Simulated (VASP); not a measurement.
**Pt: structure and properties in VASP**

What structure and properties does SCAN give Pt, and how near are they to the measured ones? The steps: first try, relaxing cell and atoms (SCAN), second relaxation, single point with fields (SCAN), bands along the symmetry lines (SCAN), density of states (SCAN) and bands along the symmetry lines (SCAN + SOC). Left out of this account: 1 further run (core levels: core levels are not valid at this level). The start is a cell from a database of measured crystal structures.

Method: SCAN; plane waves and PAW (Pt), in the first sound run; inputs show where later runs differ, in VASP 6.6.1.

**Measured values to reproduce.**

For Pt, fcc (Pt in the cooled residue of the platinate partly decomposed at about 960 C), “Crystal structure of Nd10.67Pt4O24, a new neodymium platinate” (2024, arxiv:2412.16732) gives, by powder X-ray diffraction, Rietveld: lattice constant a (a, cubic cell) 3.9227 ± 0.0002 Å [Pt in a mixed-phase decomposition product after thermogravimetry; sample displacement …].

**1. Starting point**

The structure is cubic, space group Fm-3m (No. 225). Conventional cell: a = 3.922 Å, b = 3.922 Å, c = 3.922 Å, α = 90.00°, β = 90.00°, γ = 90.00°. Pt has 12 Pt at 2.77 Å nearest.

Structure file:

```xyz
1
Lattice="0.0000 1.9609 1.9609 1.9609 0.0000 1.9609 1.9609 1.9609 0.0000" Properties=species:S:1:pos:R:3 pbc="T T T"
Pt    0.0000    0.0000    0.0000
```

**2. First try**

This run is made with a changed input; what comes of it follows.

INCAR reads:

```
SYSTEM = Pt
PREC = Accurate
ENCUT = 45
EDIFF = 1E-06
NELM = 84
ISMEAR = 1
SIGMA = 0.2
LREAL = .FALSE.
ALGO = Normal
METAGGA = SCAN
LASPH = .TRUE.
NBANDS = 11
LORBIT = 11
LWAVE = .FALSE.
LCHARG = .FALSE.
KPAR = 2
IBRION = 2
NSW = 30
ISIF = 3
EDIFFG = -0.01
```

POSCAR reads:

```
Pt
1.0
    0.0000000000      1.9609000000      1.9609000000
    1.9609000000      0.0000000000      1.9609000000
    1.9609000000      1.9609000000      0.0000000000
Pt
1
Direct
    0.0000000000      0.0000000000      0.0000000000
```

KPOINTS reads:

```
Automatic mesh
0
Gamma
12 12 12
0 0 0
```

PAW data sets: Pt (PBE family, release 64).

Launch:

```console
> mpirun -np 2 vasp_std
```

The program printed:

```text
[banner, memory and clock lines left out]
running    2 mpi-ranks, on    1 nodes
[...]
|                                                                             |
|               ----> ADVICE to this user running VASP <----                  |
|                                                                             |
|     You enforced a specific xc type in the INCAR file but a different       |
|     [... a line on the potential file left out ...]
|     I HOPE YOU KNOW WHAT YOU ARE DOING!                                     |
|                                                                             |

 LDA part: xc-table for (None), standard interpolation
 POSCAR, INCAR and KPOINTS ok, starting setup
[...]
entering main loop
       N       E                     dE             d eps       ncg     rms          rms(c)
|                                                                             |
|     EEEEEEE  RRRRRR   RRRRRR   OOOOOOO  RRRRRR      ###     ###     ###     |
|     E        R     R  R     R  O     O  R     R     ###     ###     ###     |
|     E        R     R  R     R  O     O  R     R     ###     ###     ###     |
|     EEEEE    RRRRRR   RRRRRR   O     O  RRRRRR       #       #       #      |
|     E        R   R    R   R    O     O  R   R                               |
|     E        R    R   R    R   O     O  R    R      ###     ###     ###     |
|     EEEEEEE  R     R  R     R  OOOOOOO  R     R     ###     ###     ###     |
|                                                                             |
|     EDDAV: Call to ZHEGV failed. Returncode = 13 2 16                       |
|                                                                             |
|       ---->  I REFUSE TO CONTINUE WITH THIS SICK JOB ... BYE!!! <----       |
|                                                                             |

1
1
```

Wall time 3.4 s (2 MPI ranks of Intel Xeon Platinum 8259CL at 2.50GHz (Skylake/Cascade Lake), shared host).

Lines that name or quote the potential files are left out of all logs, and their timing lines are given in words.

VASP stopped before it finished a first electronic cycle.

VASP's message: “EDDAV: Call to ZHEGV failed. Returncode = 13 2 16”. No number of this run is used.

The fault in the input: cutoff typed in rydberg (ENCUT = 45). ENCUT is in eV: 1 Ry is 13.6 eV.

**3. Relaxing cell and atoms (SCAN)**

The start need not lie at this functional's minimum. ISIF = 3 frees volume, shape and positions, and EDIFFG sets the threshold on forces and stress at which the search stops.

Changes to INCAR since step 2:

```diff
@@ -2,5 +2,5 @@
 PREC = Accurate
-ENCUT = 45
+ENCUT = 400
 EDIFF = 1E-06
-NELM = 84
+NELM = 100
 ISMEAR = 1
@@ -17,3 +17,3 @@
 IBRION = 2
-NSW = 30
+NSW = 60
 ISIF = 3
```

POSCAR is that of step 2.

KPOINTS is that of step 2.

Launch:

```console
> mpirun -np 2 vasp_std
```

The program printed:

```text
[banner, memory and clock lines left out]
running    2 mpi-ranks, on    1 nodes
 distrk:  each k-point on    1 cores,    2 groups
 distr:  one band on    1 cores,    1 groups

 POSCAR found type information on POSCAR Pt
 POSCAR found :  1 types and       1 ions
 [... a notice as in an earlier step ...]

 LDA part: xc-table for (None), standard interpolation
 POSCAR, INCAR and KPOINTS ok, starting setup
 FFT: planning ... GRIDC
 FFT: planning ... GRID_SOFT
 FFT: planning ... GRID
 WAVECAR not read
 entering main loop
       N       E                     dE             d eps       ncg     rms          rms(c)
DAV:   1    -0.396212037894E+02   -0.39621E+02   -0.47954E+03  1912   0.684E+02
DAV:   2    -0.733788172419E+02   -0.33758E+02   -0.32320E+02  1827   0.152E+02
DAV:   3    -0.737529837672E+02   -0.37417E+00   -0.37304E+00  1806   0.147E+01
DAV:   4    -0.737540535448E+02   -0.10698E-02   -0.10697E-02  1827   0.955E-01
DAV:   5    -0.737540593061E+02   -0.57613E-05   -0.57619E-05  1836   0.650E-02    0.120E+01
DAV:   6    -0.702145890746E+02    0.35395E+01   -0.70338E-01  1626   0.684E+00    0.679E+00
DAV:   7    -0.702481400008E+02   -0.33551E-01   -0.33822E-02  1836   0.175E+00    0.250E+00
DAV:   8    -0.702493637160E+02   -0.12237E-02   -0.15321E-02  1788   0.112E+00    0.177E-01
DAV:   9    -0.702493036344E+02    0.60082E-04   -0.38213E-03  1800   0.511E-01    0.598E-02
DAV:  10    -0.702493270356E+02   -0.23401E-04   -0.20494E-04  1825   0.134E-01    0.375E-02
DAV:  11    -0.702493445629E+02   -0.17527E-04   -0.48156E-05  1776   0.689E-02    0.203E-02
DAV:  12    -0.702493385421E+02    0.60209E-05   -0.30804E-05  1755   0.487E-02    0.557E-03
DAV:  13    -0.702493396162E+02   -0.10741E-05   -0.20927E-06  1029   0.110E-02    0.136E-03
DAV:  14    -0.702493397944E+02   -0.17827E-06   -0.10604E-07   894   0.276E-03
   1 F= -.70249340E+02 E0= -.70247984E+02  d E =-.702493E+02
 curvature:   0.00 expect dE= 0.000E+00 dE for cont linesearch  0.000E+00
 trial: gam= 0.00000 g(F)=  0.818E-64 g(S)=  0.380E-01 ort = 0.000E+00 (trialstep = 0.100E+01)
 search vector abs. value=  0.380E-01
 bond charge predicted
       N       E                     dE             d eps       ncg     rms          rms(c)
DAV:   1    -0.703169658480E+02   -0.67626E-01   -0.66121E+00  1623   0.247E+01    0.495E+00
DAV:   2    -0.702103339324E+02    0.10663E+00   -0.47994E-01  1650   0.461E+00    0.183E+00
DAV:   3    -0.702080327582E+02    0.23012E-02   -0.46443E-02  1707   0.178E+00    0.611E-01
DAV:   4    -0.702087086892E+02   -0.67593E-03   -0.53246E-03  1755   0.567E-01    0.135E-01
DAV:   5    -0.702089203742E+02   -0.21169E-03   -0.11535E-03  1810   0.314E-01    0.347E-02
DAV:   6    -0.702089680760E+02   -0.47702E-04   -0.28326E-04  1765   0.137E-01    0.366E-02
DAV:   7    -0.702089650216E+02    0.30545E-05   -0.13126E-04  1734   0.103E-01    0.555E-03
DAV:   8    -0.702089643361E+02    0.68542E-06   -0.16680E-05  1812   0.337E-02    0.780E-03
DAV:   9    -0.702089636897E+02    0.64646E-06   -0.31649E-06  1139   0.147E-02
   2 F= -.70208964E+02 E0= -.70207545E+02  d E =0.403761E-01
[...]
3 F= -.70254313E+02 E0= -.70252951E+02  d E =-.497371E-02
 curvature:  -0.12 expect dE=-0.193E-05 dE for cont linesearch -0.193E-05
 ZBRENT: interpolating
 opt :   0.2589  next Energy=   -70.254315 (dE=-0.498E-02)
 bond charge predicted
       N       E                     dE             d eps       ncg     rms          rms(c)
DAV:   1    -0.702543217709E+02   -0.73495E-05   -0.20016E-04  1653   0.134E-01    0.252E-02
DAV:   2    -0.702543120092E+02    0.97618E-05   -0.22379E-05  1623   0.307E-02    0.899E-03
DAV:   3    -0.702543139931E+02   -0.19840E-05   -0.79306E-07   953   0.808E-03    0.405E-03
DAV:   4    -0.702543160153E+02   -0.20222E-05   -0.58833E-07   828   0.562E-03    0.128E-03
DAV:   5    -0.702543159679E+02    0.47400E-07   -0.22961E-07   828   0.405E-03
   4 F= -.70254316E+02 E0= -.70252953E+02  d E =-.497617E-02
 curvature:  -0.11 expect dE=-0.227E-06 dE for cont linesearch -0.227E-06
 trial: gam=-0.00721 g(F)=  0.179E-58 g(S)=  0.200E-05 ort = 0.276E-03 (trialstep = 0.852E+00)
 search vector abs. value=  0.206E-09
 reached required accuracy - stopping structural energy minimisation
```

Run time: 65 s. Hardware: 2 MPI ranks; peak memory 0.24 GiB; 2.1 min of CPU time.

Parts of OUTCAR (step 3):

```text
ion  position               nearest neighbor table
   1  0.000  0.000  0.000-

  LATTYP: Found a face centered cubic cell.
 ALAT       =     3.9218000000

 Subroutine GETGRP returns: Found 48 space group operations
 (whereof 48 operations were pure point group operations)

The static configuration has the point symmetry O_h .

 Found     72 irreducible k-points:

   k-points           NKPTS =     72   k-points in BZ     NKDIM =     72   number of bands    NBANDS=     11

   dimension x,y,z NGX =    18 NGY =   18 NGZ =   18
   dimension x,y,z NGXF=    36 NGYF=   36 NGZF=   36

   ENCUT  =  400.0 eV  29.40 Ry    5.42 a.u.   4.52  4.52  4.52*2*pi/ulx,y,z

   NELECT =      10.0000    total number of electrons

 k-points in reciprocal lattice and weights: Automatic mesh
   0.00000000  0.00000000  0.00000000       0.001
   0.08333333  0.00000000  0.00000000       0.005
   0.16666667  0.00000000  0.00000000       0.005
   0.25000000  0.00000000  0.00000000       0.005
   0.33333333  0.00000000  0.00000000       0.005
   0.41666667  0.00000000  0.00000000       0.005
   0.50000000  0.00000000  0.00000000       0.002
   0.08333333  0.08333333  0.00000000       0.003
   0.16666667  0.08333333  0.00000000       0.014
[...]
-0.33333333  0.50000000  0.16666667       0.007
  -0.25000000  0.50000000  0.25000000       0.003

 average (electrostatic) potential at core
       1 -67.3904

 E-fermi :  11.3452

 k-point     1 :       0.0000    0.0000    0.0000
  band No.  band energies     occupation
    ...
      2       7.2112      2.00000
      3       7.2123      2.00000
      4       7.2123      2.00000
      5       9.4619      2.00000
      6       9.4624      2.00000
      7      26.5091      0.00000
      8      31.7190      0.00000
      9      31.7190      0.00000
     10      31.7190      0.00000
     11      37.8736      0.00000

 k-point     2 :       0.0833    0.0000    0.0000
  band No.  band energies     occupation
    ...
      2       7.0790      2.00000
      3       7.3284      2.00000
      4       7.3291      2.00000
      5       9.4004      2.00000
      6       9.4009      2.00000
      7      26.9820      0.00000
      8      30.4157      0.00000
      9      32.1791      0.00000
     10      32.1792      0.00000
     11      39.1729      0.00000

 k-point     3 :       0.1667    0.0000    0.0000
  band No.  band energies     occupation
    ...
      2       6.8113      2.00000
      3       7.5619      2.00000
      4       7.5626      2.00000
      5       9.3586      2.00000
      6       9.3591      2.00000
      7      28.0129      0.00000
      8      28.0858      0.00000
      9      33.4571      0.00000
     10      33.4572      0.00000
     11      37.3985      0.00000

  Total       -0.0037219     -0.0037219     -0.0037219      0.0000000      0.0000000      0.0000000
  in kB       -0.4031303     -0.4031303     -0.4031303      0.0000000      0.0000000      0.0000000
  external PRESSURE =      -0.4031303 kB  Pullay stress =       0.0000000 kB

  energy-cutoff  :      400.00
  volume of cell :       14.79
      direct lattice vectors                 reciprocal lattice vectors
    -0.000000000  1.948356254  1.948356254    -0.256626579  0.256626579  0.256626579
     1.948356254 -0.000000000  1.948356254     0.256626579 -0.256626579  0.256626579
     1.948356254  1.948356254  0.000000000     0.256626579  0.256626579 -0.256626579

 POSITION                                       TOTAL-FORCE (eV/Angst)
 -----------------------------------------------------------------------------------
     -0.00000      1.94836      1.94836         0.000000      0.000000     -0.000000
 -----------------------------------------------------------------------------------
    total drift:                                0.000000      0.000000      0.000000

  FREE ENERGIE OF THE ION-ELECTRON SYSTEM (eV)
  ---------------------------------------------------
  free  energy   TOTEN  =       -70.2543159679 eV

  energy  without entropy=      -70.2502280330  energy(sigma->0) =      -70.25295332

 reached required accuracy - stopping structural energy minimisation

 total charge
# of ion       s       p       d       tot
------------------------------------------
    1        0.572   0.583   8.051   9.205

[... 3 further parts left out ...]
```

CONTCAR:

```
Pt
   1.00000000000000
    -0.0000000000000000    1.9483562535298753    1.9483562535298753
     1.9483562535298753   -0.0000000000000000    1.9483562535298753
     1.9483562535298753    1.9483562535298753    0.0000000000000000
  Pt
     1
Direct
     1.0000000000000000    0.0000000000000000    0.0000000000000000
```

The PAW data sets were made with PBE, which is usual practice but a small mismatch for other functionals. The run keeps the 48 symmetry operations of its start, so it cannot find a distortion of lower symmetry.

Relaxation path:

```csv
step,energy less that of the first step (eV),largest force (eV/Å),pressure (GPa),volume (Å³)
1,0.0000,0.0000,-5.44,15.08
2,0.0404,0.0000,19.22,13.99
3,-0.0050,0.0000,-0.12,14.80
4,-0.0050,0.0000,-0.04,14.79
```

```csv
"conventional cell, symmetrised",before,after,change
a (Å),3.922,3.897,-0.6 %
b (Å),3.922,3.897,-0.6 %
c (Å),3.922,3.897,-0.6 %
volume (Å³/atom),15.08,14.79,-1.9 %
```

Final coordinates:

```xyz
1
Lattice="0.0000 1.9484 1.9484 1.9484 0.0000 1.9484 1.9484 1.9484 0.0000" Properties=species:S:1:pos:R:3 pbc="T T T"
Pt    0.0000    0.0000    0.0000
```

Numbers from this step:

- electrons: 10
- bands: 11
- irreducible k-points: 72
- symmetry operations: 48
- free energy (TOTEN): -70.2543 eV
- energy at zero smearing: -70.2530 eV
- Fermi energy: 11.35 eV
- pressure: -0.04031 GPa
- metallic: yes
- SCF cycles over all ionic steps: 37

It ends with forces that vanish by symmetry and a pressure of -0.04 GPa. The volume lies -1.9 % from that of the database's start, which holds the thermal and zero-point expansion of its experiment.

**4. Second relaxation**

A relaxation keeps the plane waves of the cell it began with, so it is repeated from the new cell, on a basis made for it.

INCAR is that of step 3.

POSCAR reads:

```
Pt
1.0
    0.0000000000      1.9483562535      1.9483562535
    1.9483562535      0.0000000000      1.9483562535
    1.9483562535      1.9483562535      0.0000000000
Pt
1
Direct
    0.0000000000      0.0000000000      0.0000000000
```

KPOINTS is that of step 3.

Launch:

```console
> mpirun -np 2 vasp_std
```

The program printed:

```text
[... set-up lines as in an earlier step ...]
 entering main loop
       N       E                     dE             d eps       ncg     rms          rms(c)
DAV:   1    -0.391306898258E+02   -0.39131E+02   -0.47492E+03  1859   0.686E+02
DAV:   2    -0.733449685422E+02   -0.34214E+02   -0.32550E+02  1797   0.154E+02
DAV:   3    -0.737131379277E+02   -0.36817E+00   -0.36767E+00  1842   0.150E+01
DAV:   4    -0.737141308057E+02   -0.99288E-03   -0.99284E-03  1833   0.930E-01
DAV:   5    -0.737141360492E+02   -0.52435E-05   -0.52435E-05  1830   0.633E-02    0.127E+01
DAV:   6    -0.702196307209E+02    0.34945E+01   -0.64429E-01  1635   0.660E+00    0.720E+00
DAV:   7    -0.702525008748E+02   -0.32870E-01   -0.37479E-02  1833   0.180E+00    0.248E+00
DAV:   8    -0.702538873655E+02   -0.13865E-02   -0.12037E-02  1815   0.102E+00    0.166E-01
DAV:   9    -0.702539076924E+02   -0.20327E-04   -0.29991E-03  1797   0.457E-01    0.503E-02
DAV:  10    -0.702539387070E+02   -0.31015E-04   -0.19934E-04  1806   0.135E-01    0.338E-02
DAV:  11    -0.702539519391E+02   -0.13232E-04   -0.31094E-05  1829   0.564E-02    0.166E-02
DAV:  12    -0.702539475608E+02    0.43783E-05   -0.22625E-05  1749   0.423E-02    0.600E-03
DAV:  13    -0.702539485262E+02   -0.96536E-06   -0.28553E-06   978   0.131E-02
   1 F= -.70253949E+02 E0= -.70252585E+02  d E =-.702539E+02
 curvature:   0.00 expect dE= 0.000E+00 dE for cont linesearch  0.000E+00
 trial: gam= 0.00000 g(F)=  0.000E+00 g(S)=  0.333E-05 ort = 0.000E+00 (trialstep = 0.100E+01)
 search vector abs. value=  0.333E-05
 reached required accuracy - stopping structural energy minimisation
```

The job ended after 21 s (2 MPI ranks; peak memory 0.23 GiB; 41 s of CPU time).

OUTCAR, selected parts (step 4):

```text
  LATTYP: Found a face centered cubic cell.
 ALAT       =     3.8967125070

The static configuration has the point symmetry O_h .

 Found     72 irreducible k-points:

   ENCUT  =  400.0 eV  29.40 Ry    5.42 a.u.   4.49  4.49  4.49*2*pi/ulx,y,z

   NELECT =      10.0000    total number of electrons

 E-fermi :  11.3449

 k-point     1 :       0.0000    0.0000    0.0000
  band No.  band energies     occupation
    ...
      2       7.2106      2.00000
      3       7.2117      2.00000
      4       7.2118      2.00000
      5       9.4621      2.00000
      6       9.4626      2.00000
      7      26.5092      0.00000
      8      31.7190      0.00000
      9      31.7191      0.00000
     10      31.7191      0.00000
     11      37.8736      0.00000

 k-point     2 :       0.0833    0.0000    0.0000
  band No.  band energies     occupation
    ...
      2       7.0784      2.00000
      3       7.3279      2.00000
      4       7.3286      2.00000
      5       9.4008      2.00000
      6       9.4014      2.00000
      7      26.9820      0.00000
      8      30.4158      0.00000
      9      32.1793      0.00000
     10      32.1793      0.00000
     11      39.1730      0.00000

  Total       -0.0047968     -0.0047968     -0.0047968      0.0000000      0.0000000      0.0000000
  in kB       -0.5195489     -0.5195489     -0.5195489      0.0000000      0.0000000      0.0000000
  external PRESSURE =      -0.5195489 kB  Pullay stress =       0.0000000 kB

  energy-cutoff  :      400.00
  volume of cell :       14.79
      direct lattice vectors                 reciprocal lattice vectors
     0.000000000  1.948356254  1.948356254    -0.256626579  0.256626579  0.256626579
     1.948356254  0.000000000  1.948356254     0.256626579 -0.256626579  0.256626579
     1.948356254  1.948356254  0.000000000     0.256626579  0.256626579 -0.256626579

 POSITION                                       TOTAL-FORCE (eV/Angst)
 -----------------------------------------------------------------------------------
      0.00000      0.00000      0.00000         0.000000      0.000000      0.000000
 -----------------------------------------------------------------------------------
    total drift:                                0.000000     -0.000000     -0.000000

  FREE ENERGIE OF THE ION-ELECTRON SYSTEM (eV)
  ---------------------------------------------------
  free  energy   TOTEN  =       -70.2539485262 eV

  energy  without entropy=      -70.2498572947  energy(sigma->0) =      -70.25258478

[... 7 parts as in an earlier step ...]

[... 5 further parts left out ...]
```

CONTCAR:

```
Pt
   1.00000000000000
     0.0000000000000000    1.9483562535000001    1.9483562535000001
     1.9483562535000001    0.0000000000000000    1.9483562535000001
     1.9483562535000001    1.9483562535000001    0.0000000000000000
  Pt
     1
Direct
     0.0000000000000000    0.0000000000000000    0.0000000000000000
```

Little changed from the start: no atom moved by 0.005 Å and no cell edge by 0.1 %.

This step gave:

* free energy (TOTEN): -70.2539 eV
* energy at zero smearing: -70.2526 eV
* Fermi energy: 11.34 eV
* pressure: -0.05195 GPa
* SCF cycles over all ionic steps: 13

It ends with forces that vanish by symmetry and a pressure of -0.05 GPa. The volume moved by under 0.01 %: the run met its threshold at the first step.

[end of part 1 of 3]

[Lines on the potential files, build, host, timing and source positions are cut from VASP's logs without a mark.]

[Logs are printed without paths, hosts, clocks, repeated set-up lines and the standing remarks that a program may print on its own settings, such as how far it seeks lower states.]

[Hosts, paths, dates, database ids (printed as entryN), source tags and the programs' standing remarks are cut or masked in the printed files.]

[A measured line is paired with the nearest computed mode of its activity, which favours agreement.]
